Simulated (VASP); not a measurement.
Output of a VASP run:

File OUTCAR:
```
 ion  position               nearest neighbor table
   1  0.333  0.667  0.250-   2 2.84   2 2.84   2 2.84   2 2.84   2 2.84   2 2.84
   2  0.667  0.333  0.750-   1 2.84   1 2.84   1 2.84   1 2.84   1 2.84   1 2.84
  LATTYP: Found a hexagonal cell.
 ALAT       =     2.8655360260
 C/A-ratio  =     1.6102413341
 Subroutine PRICEL returns:
 Original cell was already a primitive cell.
 Subroutine GETGRP returns: Found 24 space group operations
The static configuration has the point symmetry D_3d.
 The point group associated with its full space group is D_6h.
The dynamic configuration has the point symmetry D_3d.
 Subroutine INISYM returns: Found 24 space group operations
 Subroutine IBZKPT returns following result:
 Found    135 irreducible k-points:

 Following reciprocal coordinates:
            Coordinates               Weight
  0.000000  0.000000  0.000000      1.000000
  0.066667 -0.000000  0.000000      6.000000
  0.133333 -0.000000  0.000000      6.000000
  0.200000 -0.000000  0.000000      6.000000
  0.266667 -0.000000  0.000000      6.000000
  0.333333 -0.000000  0.000000      6.000000
  0.400000  0.000000  0.000000      6.000000
  0.466667 -0.000000  0.000000      6.000000
  0.066667  0.066667  0.000000      6.000000
  0.133333  0.066667  0.000000     12.000000
  0.200000  0.066667  0.000000     12.000000
  0.266667  0.066667  0.000000     12.000000
  0.333333  0.066667  0.000000     12.000000
  0.400000  0.066667  0.000000     12.000000
  0.466667  0.066667  0.000000      6.000000
  0.133333  0.133333  0.000000      6.000000
  0.200000  0.133333  0.000000     12.000000
  0.266667  0.133333  0.000000     12.000000
  0.333333  0.133333  0.000000     12.000000
  0.400000  0.133333  0.000000     12.000000
  0.200000  0.200000  0.000000      6.000000
  0.266667  0.200000  0.000000     12.000000
  0.333333  0.200000  0.000000     12.000000
  0.400000  0.200000  0.000000      6.000000
  0.266667  0.266667  0.000000      6.000000
  0.333333  0.266667  0.000000     12.000000
  0.333333  0.333333  0.000000      2.000000
  0.000000  0.000000  0.125000      2.000000
  0.066667 -0.000000  0.125000     12.000000
  0.133333 -0.000000  0.125000     12.000000
  0.200000 -0.000000  0.125000     12.000000
  0.266667 -0.000000  0.125000     12.000000
  0.333333 -0.000000  0.125000     12.000000
  0.400000  0.000000  0.125000     12.000000
  0.466667 -0.000000  0.125000     12.000000
  0.066667  0.066667  0.125000     12.000000
  0.133333  0.066667  0.125000     24.000000
  0.200000  0.066667  0.125000     24.000000
  0.266667  0.066667  0.125000     24.000000
  0.333333  0.066667  0.125000     24.000000
   k-points           NKPTS =    135   k-points in BZ     NKDIM =    135   number of bands    NBANDS=     11
   number of dos      NEDOS =    301   number of ions     NIONS =      2
   total plane-waves  NPLWV =  20736
   dimension x,y,z NGX =    24 NGY =   24 NGZ =   36
   dimension x,y,z NGXF=    48 NGYF=   48 NGZF=   72
   ions per type =               2
   PREC   = accura    normal or accurate (medium, high low for compatibility)
   ISTART =      0    job   : 0-new  1-cont  2-samecut
   ICHARG =      2    charge: 1-file 2-atom 10-const
   ISPIN  =      1    spin polarized calculation?
   LNONCOLLINEAR =      F non collinear calculations
   LSORBIT =      F    spin-orbit coupling
   INIWAV =      1    electr: 0-lowe 1-rand  2-diag
   ENCUT  =  520.0 eV  38.22 Ry    6.18 a.u.   5.33  5.33  8.58*2*pi/ulx,y,z
   NELM   =    100;   NELMIN=  2; NELMDL= -5     # of ELM steps
   EDIFF  = 0.1E-06   stopping-criterion for ELM
   LREAL  =      F    real-space projection
   NLSPLINE    = F    spline interpolate recip. space projectors
   LMAXMIX     =    6 max onsite mixed and CHGCAR
   VOSKOWN=      0    Vosko Wilk Nusair interpolation
   EDIFFG = -.1E-01   stopping-criterion for IOM
   NSW    =     30    number of steps for IOM
...
```

**OSZICAR**
```
       N       E                     dE             d eps       ncg     rms          rms(c)
DAV:   1     0.351471315038E+02    0.35147E+02   -0.68333E+03  5456   0.151E+03
DAV:   2    -0.118619868527E+02   -0.47009E+02   -0.41114E+02  4886   0.320E+02
DAV:   3    -0.177112340947E+02   -0.58492E+01   -0.47621E+01  5296   0.213E+02
DAV:   4    -0.181087757087E+02   -0.39754E+00   -0.35457E+00  5429   0.266E+01
DAV:   5    -0.181308884739E+02   -0.22113E-01   -0.19659E-01  5351   0.376E+00    0.498E+01
DAV:   6    -0.170953808978E+02    0.10355E+01   -0.12580E+00  5380   0.410E+01    0.181E+01
DAV:   7    -0.168224419075E+02    0.27294E+00   -0.64910E-01  5675   0.276E+01    0.773E-01
DAV:   8    -0.168119246736E+02    0.10517E-01   -0.19701E-02  5915   0.431E+00    0.103E+00
DAV:   9    -0.168119969543E+02   -0.72281E-04   -0.10891E-03  5053   0.451E-01    0.660E-02
DAV:  10    -0.168120169629E+02   -0.20009E-04   -0.53005E-05  5467   0.178E-01    0.406E-02
DAV:  11    -0.168120055726E+02    0.11390E-04   -0.16757E-06  4724   0.130E-02    0.106E-02
DAV:  12    -0.168120047305E+02    0.84212E-06   -0.92190E-08  2936   0.562E-03    0.143E-03
DAV:  13    -0.168120049208E+02   -0.19035E-06   -0.29869E-08  2688   0.941E-03    0.635E-04
DAV:  14    -0.168120049307E+02   -0.98894E-08   -0.22665E-08  2616   0.512E-03
   1 F= -.16812005E+02 E0= -.16812308E+02  d E =-.168120E+02
       N       E                     dE             d eps       ncg     rms          rms(c)
DAV:   1    -0.168148561961E+02   -0.28513E-02   -0.26018E-01  4472   0.189E+01    0.276E-01
DAV:   2    -0.168129464728E+02    0.19097E-02   -0.29189E-03  5635   0.689E-01    0.133E-01
DAV:   3    -0.168123443214E+02    0.60215E-03   -0.13595E-03  5826   0.481E-01    0.195E-02
DAV:   4    -0.168123424814E+02    0.18400E-05   -0.39616E-05  4804   0.679E-02    0.113E-02
DAV:   5    -0.168123388073E+02    0.36742E-05   -0.12560E-06  5152   0.331E-02    0.241E-03
DAV:   6    -0.168123386962E+02    0.11105E-06   -0.42698E-08  2545   0.542E-03    0.119E-03
DAV:   7    -0.168123386650E+02    0.31249E-07   -0.32406E-08  2370   0.514E-03
   2 F= -.16812339E+02 E0= -.16812790E+02  d E =-.333734E-03
       N       E                     dE             d eps       ncg     rms          rms(c)
DAV:   1    -0.168130145642E+02   -0.67587E-03   -0.40969E-02  4467   0.757E+00    0.109E-01
DAV:   2    -0.168127096548E+02    0.30491E-03   -0.46027E-04  5614   0.274E-01    0.522E-02
DAV:   3    -0.168126221248E+02    0.87530E-04   -0.20386E-04  5772   0.187E-01    0.792E-03
DAV:   4    -0.168126222927E+02   -0.16792E-06   -0.59360E-06  4740   0.265E-02    0.444E-03
DAV:   5    -0.168126228368E+02   -0.54412E-06   -0.64928E-08  2666   0.128E-02    0.154E-03
DAV:   6    -0.168126228789E+02   -0.42071E-07   -0.35601E-08  2371   0.627E-03
   3 F= -.16812623E+02 E0= -.16813022E+02  d E =-.617948E-03
```

**OUTCAR**
```
------------------------ aborting loop because EDIFF is reached ----------------------------------------
  FORCE on cell =-STRESS in cart. coord.  units (eV):
  Direction    XX          YY          ZZ          XY          YZ          ZX
  --------------------------------------------------------------------------------------
  Total       -1.7325386     -1.7325384     -1.7334356      0.0000000      0.0000000      0.0000000
  in kB      -84.5968652    -84.5968571    -84.6406658      0.0000000      0.0000000      0.0000000
  external PRESSURE =     -84.6114627 kB  Pullay stress =       0.0000000 kB
  volume of cell :       32.81
      direct lattice vectors                 reciprocal lattice vectors
     1.430314743 -2.477377687 -0.000000000     0.349573409 -0.201826311  0.000000000
     1.430314743  2.477377687  0.000000000     0.349573409  0.201826311 -0.000000000
     0.000000000  0.000000000  4.630046998     0.000000000 -0.000000000  0.215980529
 POSITION                                       TOTAL-FORCE (eV/Angst)
 -----------------------------------------------------------------------------------
      1.43031      0.82579      1.15751        -0.000000     -0.000000      0.000000
      1.43031     -0.82579      3.47254         0.000000      0.000000      0.000000
 -----------------------------------------------------------------------------------
    total drift:                               -0.000000      0.000020     -0.000017
  FREE ENERGIE OF THE ION-ELECTRON SYSTEM (eV)
  ---------------------------------------------------
  free  energy   TOTEN  =       -16.8126228789 eV

  energy  without entropy=      -16.8138201508  energy(sigma->0) =      -16.81302197

 reached required accuracy - stopping structural energy minimisation
```
(Selected blocks of OUTCAR.)

**POSCAR**
```
Re
1
    1.4327680673    -2.4816269626     0.0000000000
    1.4327680673     2.4816269626     0.0000000000
    0.0000000000     0.0000000000     4.6142045535
Re
2
Direct
  0.3333330000   0.6666670000   0.2500000000
  0.6666670000   0.3333330000   0.7500000000
```

**Question.** Reconstruct the remaining input files.

**Answer.** Several could match; the one computed here: the input of the run itself, vdW-DF2, plane waves, VASP's PBE PAW potentials (set 64).

KPOINTS:
```
Automatic
0
Gamma
  15 15 8
```

INCAR:
```
SYSTEM = Re
PREC = Accurate; ENCUT = 520; LREAL = .FALSE.
LASPH = .TRUE.
EDIFF = 1E-7; NELM = 100; ALGO = Normal
LMAXMIX = 6
ISMEAR = 1; SIGMA = 0.1
GGA = ML; LUSE_VDW = .TRUE.; AGGAC = 0.0
ZAB_VDW = -1.8867
IBRION = 2; NSW = 30; ISIF = 4
EDIFFG = -0.01
LWAVE = .FALSE.; LCHARG = .FALSE.
```

POTCAR, in this order: Re (PBE.64 set). Program: vasp_std.

The compound is Re in the hcp structure. This cell is one point of a volume scan, at 1.03 of the reference volume. Symmetry was kept, so distortions that lower it aren't found.
